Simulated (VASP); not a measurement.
Data:

```
CuI
1.0
    0.00000     3.08550     3.08550
    3.08550     0.00000     3.08550
    3.08550     3.08550     0.00000
Cu I
1 1
Direct
  0.00000   0.00000   0.00000
  0.25000   0.25000   0.25000
```

Calculation: PBE GGA + U (Dudarev), VASP's PBE PAW potentials (set 64) (plane waves; VASP). Settings: 400 eV cut-off, 7×7×7 Γ-centred mesh, Gaussian smearing of 0.050 eV, potentials Cu I, U − J: Cu 4.00 eV.

Unless said otherwise, spin-orbit coupling is left out, though it shifts the bands of the heavy elements here.

Q: Predict the energy per atom (σ→0), pressure, band gap (on the k-mesh) with the smallest direct gap where there is one.

A: 
```yaml
band gap (on the k-mesh): 1.66 eV
smallest direct gap (on the k-mesh): 1.66 eV
energy per atom (σ→0): -2.229 eV/atom
pressure: -1.22 GPa
```

The compound is CuI in the zinc blende structure. The cell was not relaxed at this level. The run is one of a series of settings (LDAU = .TRUE., LDAUJ = 0 0, LDAUL = 2 -1, LDAUTYPE = 2, LDAUU = 4.0 0 against the base run), some of them coarse on purpose.
